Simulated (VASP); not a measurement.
Shape and ions are relaxed at each volume.

Energy against volume of HfB2 (AlB2 type). Method: optB86b-vdW, VASP's PBE PAW potentials (set 64) (plane waves; VASP).

```json
[
 {"V (Å³/atom)": "9.294", "E (eV/atom)": "-7.62896"},
 {"V (Å³/atom)": "9.591", "E (eV/atom)": "-7.65294"},
 {"V (Å³/atom)": "9.887", "E (eV/atom)": "-7.66037"},
 {"V (Å³/atom)": "10.184", "E (eV/atom)": "-7.65353"},
 {"V (Å³/atom)": "10.481", "E (eV/atom)": "-7.63438"}
]
```

Fit a third-order Birch-Murnaghan equation of state.

```json
{
 "volume_per_atom": "9.89 Å³/atom",
 "bulk_modulus": "256 GPa",
 "pressure_derivative_of_the_bulk_modulus": "3.94"
}
```

The compound is HfB2 in the AlB2 type structure. It was relaxed first.
